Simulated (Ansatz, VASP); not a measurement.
# SrTiO3 (Tausonite) in two plane-wave programs, part 2 of 2

Aim: how closely do two programs agree when they are given the same cell, functional and k mesh? The cell is taken from a series of runs on this material, whose earlier steps may have relaxed, scaled, displaced or heated it; both programs get it as it stands.

VASP 6.6.1 and Ansatz 0.2.0.

So far: The starting structure; Ansatz: dielectric response, PBE.

**3. VASP: dielectric response, PBE**

Level of this step: PBE, no spin polarisation; plane waves and PAW (Sr_sv, Ti_sv, O) (VASP).

The same cell, functional and mesh now go to VASP, with its own data sets.

Lines of VASP's logs that name or quote its potential files are left out, and so is its time.

The input, INCAR:

```
SYSTEM = SrTiO3
PREC = Accurate
ENCUT = 520
EDIFF = 1E-08
NELM = 120
ISMEAR = 0
SIGMA = 0.01
LREAL = .FALSE.
ALGO = Normal
GGA = PE
NBANDS = 26
LASPH = .TRUE.
LORBIT = 11
LWAVE = .FALSE.
LCHARG = .FALSE.
ISIF = 2
LEPSILON = .TRUE.
GGA_COMPAT = .FALSE.
KPAR = 2
```

The input, POSCAR:

```
SrTiO3
1.0
    3.9052800000      0.0000000000      0.0000000000
    0.0000000000      3.9052800000      0.0000000000
    0.0000000000      0.0000000000      3.9052800000
Sr Ti O
1 1 3
Direct
    0.5000000000      0.5000000000      0.5000000000
    0.0000000000      0.0000000000      0.0000000000
    0.5000000000      0.0000000000      0.0000000000
    0.0000000000      0.5000000000      0.0000000000
    0.0000000000      0.0000000000      0.5000000000
```

The input, KPOINTS:

```
Automatic mesh
0
Gamma
6 6 6
0 0 0
```

The projector-augmented-wave data sets are Sr_sv, Ti_sv and O (PBE family, release 64).

Command:

```sh
mpirun -np 2 vasp_std
```

Numbers of over 12 decimals in the logs are rounded to 6 here.

The log of the run:

```text
[banner, memory and clock lines left out]
running    2 mpi-ranks, on    1 nodes
 distrk:  each k-point on    1 cores,    2 groups
 distr:  one band on    1 cores,    1 groups

 POSCAR found type information on POSCAR SrTiO
 POSCAR found :  3 types and       5 ions
 LDA part: xc-table for (Slater+PW92), standard interpolation
 POSCAR, INCAR and KPOINTS ok, starting setup
 FFT: planning ... GRIDC
 FFT: planning ... GRID_SOFT
 FFT: planning ... GRID
 WAVECAR not read
 entering main loop
       N       E                     dE             d eps       ncg     rms          rms(c)
DAV:   1     0.427309702038E+03    0.42731E+03   -0.21182E+04  1040   0.166E+03
DAV:   2    -0.987963922086E+01   -0.43719E+03   -0.42302E+03  1242   0.449E+02
DAV:   3    -0.483223945537E+02   -0.38443E+02   -0.38289E+02  1188   0.137E+02
DAV:   4    -0.503105866428E+02   -0.19882E+01   -0.19849E+01  1758   0.275E+01
DAV:   5    -0.503632878544E+02   -0.52701E-01   -0.52671E-01  1388   0.356E+00    0.266E+01
DAV:   6    -0.400773586181E+02    0.10286E+02   -0.60635E+01  1518   0.695E+01    0.152E+01
DAV:   7    -0.401383586954E+02   -0.61000E-01   -0.82261E+00  1296   0.216E+01    0.108E+01
DAV:   8    -0.401394734502E+02   -0.11148E-02   -0.16702E+00  1328   0.132E+01    0.273E+00
DAV:   9    -0.400838530843E+02    0.55620E-01   -0.37716E-01  1346   0.587E+00    0.986E-01
DAV:  10    -0.400876409263E+02   -0.37878E-02   -0.13962E-01  1278   0.244E+00    0.927E-01
DAV:  11    -0.400764541584E+02    0.11187E-01   -0.42449E-02  1572   0.188E+00    0.149E-01
DAV:  12    -0.400764119790E+02    0.42179E-04   -0.21700E-03  1240   0.381E-01    0.848E-02
DAV:  13    -0.400763939336E+02    0.18045E-04   -0.40645E-04  1722   0.211E-01    0.409E-02
DAV:  14    -0.400764056387E+02   -0.11705E-04   -0.16339E-04  1440   0.126E-01    0.259E-02
DAV:  15    -0.400763982703E+02    0.73684E-05   -0.60072E-05  1370   0.789E-02    0.144E-02
DAV:  16    -0.400763984074E+02   -0.13708E-06   -0.67658E-06  1214   0.280E-02    0.246E-03
DAV:  17    -0.400763983975E+02    0.98166E-08   -0.44786E-07  1608   0.558E-03    0.123E-03
DAV:  18    -0.400763984328E+02   -0.35269E-07   -0.39759E-08  1208   0.173E-03    0.322E-04
DAV:  19    -0.400763984177E+02    0.15104E-07   -0.11227E-08   844   0.148E-03    0.291E-04
DAV:  20    -0.400763984256E+02   -0.79240E-08   -0.25528E-09   694   0.537E-04
   1 F= -.40076398E+02 E0= -.40076398E+02  d E =-.337400E-93
 Linear response reoptimize wavefunctions to high precision
DAV:   1    -0.400763984244E+02    0.12064E-08   -0.98253E-10   668   0.202E-04
DAV:   2    -0.400763984245E+02   -0.69576E-10   -0.27529E-10   638   0.113E-04
 Linear response G [H, r] |phi>, progress :
  Direction:   1
       N       E                     dE             d eps       ncg     rms
RMM:   1    -0.160619552961E+03   -0.16062E+03   -0.23610E+03  1517   0.678E+02
RMM:   2    -0.135180911839E+03    0.25439E+02   -0.92546E+01  1809   0.617E+01
RMM:   3    -0.137596825549E+03   -0.24159E+01   -0.22501E+01  2284   0.192E+01
RMM:   4    -0.138369221575E+03   -0.77240E+00   -0.71966E+00  2491   0.868E+00
RMM:   5    -0.138609799036E+03   -0.24058E+00   -0.23923E+00  2533   0.469E+00
RMM:   6    -0.138714211000E+03   -0.10441E+00   -0.12302E+00  2575   0.277E+00
RMM:   7    -0.138756574011E+03   -0.42363E-01   -0.52041E-01  2621   0.174E+00
RMM:   8    -0.138778756202E+03   -0.22182E-01   -0.29009E-01  2621   0.113E+00
RMM:   9    -0.138784248156E+03   -0.54920E-02   -0.24093E-01  2614   0.761E-01
RMM:  10    -0.138792338958E+03   -0.80908E-02   -0.11342E-01  2584   0.537E-01
RMM:  11    -0.138797068635E+03   -0.47297E-02   -0.81657E-02  2517   0.378E-01
RMM:  12    -0.138800841026E+03   -0.37724E-02   -0.44719E-02  2500   0.267E-01
RMM:  13    -0.138802200078E+03   -0.13591E-02   -0.42033E-02  2461   0.200E-01
RMM:  14    -0.138803146847E+03   -0.94677E-03   -0.24406E-02  2470   0.154E-01
[...]
RMM:  20    -0.138804753603E+03   -0.96929E-04   -0.12647E-02  2407   0.583E-02
RMM:  21    -0.138804861123E+03   -0.10752E-03   -0.21386E-03  2401   0.524E-02
RMM:  22    -0.138804913949E+03   -0.52826E-04   -0.13831E-02  2414   0.467E-02
RMM:  23    -0.138804992829E+03   -0.78880E-04   -0.39831E-03  2416   0.439E-02
RMM:  24    -0.138805023293E+03   -0.30464E-04   -0.93037E-03  2410   0.416E-02
RMM:  25    -0.138805080603E+03   -0.57310E-04   -0.73986E-03  2383   0.399E-02
RMM:  26    -0.138805122255E+03   -0.41652E-04   -0.44654E-03  2382   0.385E-02
RMM:  27    -0.138805150385E+03   -0.28130E-04   -0.57613E-03  2364   0.374E-02
[...]
Direction:   3
       N       E                     dE             d eps       ncg     rms          rms(c)
RMM:   1    -0.116398982313E+01   -0.11640E+01   -0.48319E+00  1725   0.950E+00
RMM:   2    -0.123123173478E+01   -0.67242E-01   -0.16735E-01  2068   0.198E+00
RMM:   3    -0.124347573425E+01   -0.12244E-01   -0.90764E-02  2297   0.756E-01
RMM:   4    -0.124529207095E+01   -0.18163E-02   -0.18929E-02  2374   0.362E-01
RMM:   5    -0.124626761866E+01   -0.97555E-03   -0.77747E-03  2400   0.191E-01
RMM:   6    -0.124658693994E+01   -0.31932E-03   -0.36527E-03  2345   0.114E-01
RMM:   7    -0.124676276946E+01   -0.17583E-03   -0.22273E-03  2226   0.734E-02
RMM:   8    -0.124684261809E+01   -0.79849E-04   -0.11222E-03  2113   0.488E-02
[...]
RMM:   3    -0.884002472009E+00    0.10710E-02   -0.73624E-02  4030   0.132E+00    0.849E-01
RMM:   4    -0.914078976471E+00   -0.30077E-01   -0.34343E-02  4051   0.111E+00    0.267E-01
RMM:   5    -0.927655561135E+00   -0.13577E-01   -0.15815E-02  4453   0.494E-01    0.619E-02
RMM:   6    -0.929276008157E+00   -0.16204E-02   -0.42258E-03  4758   0.236E-01    0.545E-02
RMM:   7    -0.930596210093E+00   -0.13202E-02   -0.21546E-03  4565   0.132E-01    0.423E-02
RMM:   8    -0.931938814938E+00   -0.13426E-02   -0.87175E-04  4460   0.935E-02    0.100E-02
RMM:   9    -0.931830579756E+00    0.10824E-03   -0.43264E-04  4581   0.585E-02    0.652E-03
RMM:  10    -0.931911227033E+00   -0.80647E-04   -0.26186E-04  4802   0.391E-02    0.510E-03
RMM:  11    -0.932005302178E+00   -0.94075E-04   -0.15175E-04  4784   0.278E-02    0.391E-03
RMM:  12    -0.932038098168E+00   -0.32796E-04   -0.12670E-04  4738   0.204E-02    0.326E-03
RMM:  13    -0.932142731671E+00   -0.10463E-03   -0.93453E-05  4394   0.166E-02    0.231E-03
RMM:  14    -0.932076174143E+00    0.66558E-04   -0.73039E-05  4413   0.128E-02    0.294E-03
RMM:  15    -0.932102361467E+00   -0.26187E-04   -0.49670E-05  4722   0.992E-03    0.179E-03
RMM:  16    -0.932148445938E+00   -0.46084E-04   -0.49978E-05  4489   0.833E-03    0.686E-04
RMM:  17    -0.932126263440E+00    0.22182E-04   -0.40149E-05  4558   0.671E-03    0.145E-03
RMM:  18    -0.932137836675E+00   -0.11573E-04   -0.34036E-05  4620   0.564E-03    0.996E-04
RMM:  19    -0.932142909774E+00   -0.50731E-05   -0.31841E-05  4580   0.480E-03    0.951E-04
RMM:  20    -0.932146476122E+00   -0.35663E-05   -0.28416E-05  4204   0.420E-03    0.946E-04
RMM:  21    -0.932150053823E+00   -0.35777E-05   -0.26969E-05  4292   0.383E-03    0.880E-04
 change of polarisation eV/A/(eV/A) component  1 :     1.758    -0.237    -0.212
 dielectric tensor                  component  1 :     6.340    -0.719    -0.645
 Linear response to external field, progress :
  Direction:   2
       N       E                     dE             d eps       ncg     rms          rms(c)
RMM:   1    -0.820580422912E+00   -0.82058E+00   -0.30491E+00  3532   0.923E+00
RMM:   2    -0.885191540210E+00   -0.64611E-01   -0.14593E-01  4101   0.184E+00    0.137E+00
RMM:   3    -0.884039140348E+00    0.11524E-02   -0.72961E-02  4022   0.132E+00    0.849E-01
RMM:   4    -0.914104797094E+00   -0.30066E-01   -0.34339E-02  4045   0.111E+00    0.267E-01
RMM:   5    -0.927611614060E+00   -0.13507E-01   -0.15836E-02  4465   0.494E-01    0.637E-02
RMM:   6    -0.929227816397E+00   -0.16162E-02   -0.42295E-03  4717   0.238E-01    0.560E-02
RMM:   7    -0.930312655449E+00   -0.10848E-02   -0.21970E-03  4622   0.132E-01    0.477E-02
RMM:   8    -0.931942781646E+00   -0.16301E-02   -0.91860E-04  4403   0.987E-02    0.171E-02
RMM:   9    -0.931882777881E+00    0.60004E-04   -0.38423E-04  4550   0.608E-02    0.474E-03
RMM:  10    -0.931930122792E+00   -0.47345E-04   -0.27147E-04  4868   0.403E-02    0.520E-03
RMM:  11    -0.932034994449E+00   -0.10487E-03   -0.11050E-04  4743   0.287E-02    0.360E-03
RMM:  12    -0.932087311824E+00   -0.52317E-04   -0.82147E-05  4603   0.212E-02    0.216E-03
RMM:  13    -0.932122629909E+00   -0.35318E-04   -0.34733E-05  4617   0.162E-02    0.111E-03
RMM:  14    -0.932183028425E+00   -0.60399E-04   -0.23640E-05  4601   0.128E-02    0.240E-03
RMM:  15    -0.932127610081E+00    0.55418E-04   -0.18606E-05  4503   0.105E-02    0.213E-03
RMM:  16    -0.932141984055E+00   -0.14374E-04   -0.14772E-05  4694   0.823E-03    0.191E-03
RMM:  17    -0.932141829772E+00    0.15428E-06   -0.45520E-06  4521   0.671E-03    0.247E-03
RMM:  18    -0.932142764842E+00   -0.93507E-06   -0.60276E-06  4242   0.572E-03    0.278E-03
RMM:  19    -0.932146726950E+00   -0.39621E-05   -0.24953E-06  4426   0.498E-03    0.281E-03
RMM:  20    -0.932149769404E+00   -0.30425E-05   -0.31733E-06  4336   0.437E-03    0.292E-03
 change of polarisation eV/A/(eV/A) component  2 :    -0.237     1.758    -0.212
 dielectric tensor                  component  2 :    -0.719     6.340    -0.645
 Linear response to external field, progress :
  Direction:   3
       N       E                     dE             d eps       ncg     rms          rms(c)
RMM:   1    -0.820921885726E+00   -0.82092E+00   -0.30526E+00  3522   0.920E+00
RMM:   2    -0.885097234211E+00   -0.64175E-01   -0.14493E-01  4090   0.184E+00    0.137E+00
RMM:   3    -0.883952218983E+00    0.11450E-02   -0.73356E-02  4021   0.132E+00    0.849E-01
RMM:   4    -0.914006386682E+00   -0.30054E-01   -0.34373E-02  4031   0.111E+00    0.267E-01
RMM:   5    -0.927588361553E+00   -0.13582E-01   -0.16179E-02  4431   0.490E-01    0.624E-02
RMM:   6    -0.929234107272E+00   -0.16457E-02   -0.41024E-03  4737   0.232E-01    0.545E-02
RMM:   7    -0.930613562094E+00   -0.13795E-02   -0.22334E-03  4535   0.130E-01    0.413E-02
RMM:   8    -0.931893498925E+00   -0.12799E-02   -0.83614E-04  4451   0.909E-02    0.822E-03
RMM:   9    -0.931818436189E+00    0.75063E-04   -0.44310E-04  4606   0.563E-02    0.646E-03
RMM:  10    -0.931895294325E+00   -0.76858E-04   -0.13195E-04  4784   0.378E-02    0.530E-03
RMM:  11    -0.931974951702E+00   -0.79657E-04   -0.12729E-04  4831   0.266E-02    0.509E-03
RMM:  12    -0.932025072337E+00   -0.50121E-04   -0.31649E-05  4759   0.194E-02    0.376E-03
RMM:  13    -0.932179654495E+00   -0.15458E-03   -0.68742E-05  4314   0.166E-02    0.540E-03
RMM:  14    -0.932062737595E+00    0.11692E-03   -0.94931E-06  4320   0.128E-02    0.344E-03
[...]
RMM:  22    -0.932161198142E+00   -0.38970E-05   -0.10055E-05  4245   0.320E-03    0.164E-04
RMM:  23    -0.932161417106E+00   -0.21896E-06   -0.12787E-05  3443   0.296E-03    0.284E-04
RMM:  24    -0.932160509876E+00    0.90723E-06   -0.80537E-06  3490   0.279E-03    0.422E-04
RMM:  25    -0.932160521994E+00   -0.12118E-07   -0.11879E-05  3350   0.266E-03    0.494E-04
RMM:  26    -0.932160062873E+00    0.45912E-06   -0.72140E-06  3435   0.257E-03    0.582E-04
RMM:  27    -0.932159836581E+00    0.22629E-06   -0.10781E-05  3408   0.249E-03    0.641E-04
RMM:  28    -0.932159980265E+00   -0.14368E-06   -0.64973E-06  3172   0.243E-03    0.681E-04
RMM:  29    -0.932160968677E+00   -0.98841E-06   -0.93919E-06  3155   0.237E-03    0.653E-04
 change of polarisation eV/A/(eV/A) component  3 :    -0.157    -0.292     1.758
 dielectric tensor                  component  3 :    -0.478    -0.886     6.340
 Born effective charges drift removed
```

OUTCAR, selected parts (step 3):

```text
ion  position               nearest neighbor table
   1  0.500  0.500  0.500-   3 2.76   4 2.76   5 2.76   3 2.76   4 2.76   3 2.76   5 2.76   3 2.76
                             4 2.76   5 2.76   4 2.76   5 2.76   2 3.38   2 3.38   2 3.38   2 3.38
   2  0.000  0.000  0.000-   3 1.95   4 1.95   5 1.95   5 1.95   4 1.95   3 1.95   1 3.38   1 3.38
                             1 3.38   1 3.38   1 3.38   1 3.38   1 3.38   1 3.38
   3  0.500  0.000  0.000-   2 1.95   2 1.95   1 2.76   1 2.76   1 2.76   1 2.76
   4  0.000  0.500  0.000-   2 1.95   2 1.95   1 2.76   1 2.76   1 2.76   1 2.76
   5  0.000  0.000  0.500-   2 1.95   2 1.95   1 2.76   1 2.76   1 2.76   1 2.76

  LATTYP: Found a simple cubic cell.
 ALAT       =     3.9052800000

 Subroutine GETGRP returns: Found 48 space group operations
 (whereof 48 operations were pure point group operations)

The static configuration has the point symmetry O_h .

 Found     20 irreducible k-points:

   k-points           NKPTS =     20   k-points in BZ     NKDIM =     20   number of bands    NBANDS=     26

   dimension x,y,z NGX =    30 NGY =   30 NGZ =   30
   dimension x,y,z NGXF=    60 NGYF=   60 NGZF=   60

   ENCUT  =  520.0 eV  38.22 Ry    6.18 a.u.   7.26  7.26  7.26*2*pi/ulx,y,z

   NELECT =      40.0000    total number of electrons

 k-points in reciprocal lattice and weights: Automatic mesh
   0.00000000  0.00000000  0.00000000       0.005
   0.16666667  0.00000000  0.00000000       0.028
   0.33333333  0.00000000  0.00000000       0.028
   0.50000000  0.00000000  0.00000000       0.014
   0.16666667  0.16666667  0.00000000       0.056
   0.33333333  0.16666667  0.00000000       0.111
   0.50000000  0.16666667  0.00000000       0.056
   0.33333333  0.33333333  0.00000000       0.056
   0.50000000  0.33333333  0.00000000       0.056
[...]
0.50000000  0.50000000  0.33333333       0.028
   0.50000000  0.50000000  0.50000000       0.005

 average (electrostatic) potential at core
       1 -34.5575       2 -76.4457       3 -69.4846       4 -69.4846       5 -69.4846

  Total        1.8363731      1.8363731      1.8363731     -0.0000000      0.0000000     -0.0000000
  in kB       49.3986377     49.3986377     49.3986377     -0.0000000      0.0000000     -0.0000000
  external PRESSURE =      49.3986377 kB  Pullay stress =       0.0000000 kB

  energy-cutoff  :      520.00
  volume of cell :       59.56
      direct lattice vectors                 reciprocal lattice vectors
     3.905280000  0.000000000  0.000000000     0.256063586  0.000000000  0.000000000
     0.000000000  3.905280000  0.000000000     0.000000000  0.256063586  0.000000000
     0.000000000  0.000000000  3.905280000     0.000000000  0.000000000  0.256063586

 POSITION                                       TOTAL-FORCE (eV/Angst)
 -----------------------------------------------------------------------------------
      1.95264      1.95264      1.95264         0.000000      0.000000      0.000000
      0.00000      0.00000      0.00000         0.000000      0.000000      0.000000
      1.95264      0.00000      0.00000         0.000000      0.000000      0.000000
      0.00000      1.95264      0.00000         0.000000      0.000000      0.000000
      0.00000      0.00000      1.95264         0.000000      0.000000      0.000000
 -----------------------------------------------------------------------------------
    total drift:                                0.000000     -0.000000      0.000000

 MACROSCOPIC STATIC DIELECTRIC TENSOR (including local field effects in DFT)
 ------------------------------------------------------
           6.339888     0.000000     0.000000
           0.000000     6.339888     0.000000
          -0.000000    -0.000000     6.339888
 ------------------------------------------------------

 PIEZOELECTRIC TENSOR (including local field effects)  for field in x, y, z        (C/m^2)
          XX          YY          ZZ          XY          YZ          ZX
  --------------------------------------------------------------------------------
  x     0.00000     0.00000     0.00000     0.00000     0.00000     0.00000
  y     0.00000     0.00000     0.00000     0.00000     0.00000     0.00000
  z     0.00000     0.00000     0.00000     0.00000     0.00000     0.00000

 BORN EFFECTIVE CHARGES (including local field effects) (in |e|, cummulative output)
 ---------------------------------------------------------------------------------
 ion    1
    1     2.55746     0.00000     0.00000
    2    -0.00000     2.55746    -0.00000
    3    -0.00000    -0.00000     2.55746
 ion    2
    1     7.40391     0.00000    -0.00000
    2     0.00000     7.40391     0.00000
    3    -0.00000     0.00000     7.40391
 ion    3
    1    -5.87870     0.00000     0.00000
    2    -0.00000    -2.04134     0.00000
    3     0.00000     0.00000    -2.04134
 ion    4
    1    -2.04134    -0.00000    -0.00000
    2    -0.00000    -5.87870     0.00000
    3    -0.00000     0.00000    -2.04134
 ion    5
    1    -2.04134     0.00000     0.00000
    2     0.00000    -2.04134     0.00000
    3     0.00000    -0.00000    -5.87870
```

The dielectric response converges more slowly with the mesh than energies do, so tensor and charges may still move on a finer one.

**4. Comparison**

Known differences besides the potentials themselves: fixed occupations in Ansatz, narrow Gaussian smearing in VASP; VASP's response is taken on the typed mesh, Ansatz refines its own for the field response alone; the cutoff is 420 eV in Ansatz and 520 eV in VASP. Total energies have different zeros and are not compared.

Compared:

```
quantity  Ansatz  VASP  difference
   ε∞ xx    6.24  6.34     -1.61 %
   ε∞ yy    6.24  6.34     -1.61 %
   ε∞ zz    6.24  6.34     -1.61 %
```

**5. Results**

```json
{"difference in ε∞ xx (dielectric response, PBE)": "-1.6 %"}
```

**Reading.** The difference in ε∞ xx is -1.6 % (dielectric response, PBE), within the 5 % picked in this series as the mark of a large difference. How closely two codes agree says nothing of how well the functional describes the real material.

[Lines on the potential files, build, host, timing and source positions are cut from VASP's logs without a mark.]

[Logs are printed without paths, hosts, clocks, repeated set-up lines and the standing remarks that a program may print on its own settings, such as how far it seeks lower states.]

[Hosts, paths, dates, database ids (printed as entryN), source tags and the programs' standing remarks are cut or masked in the printed files.]
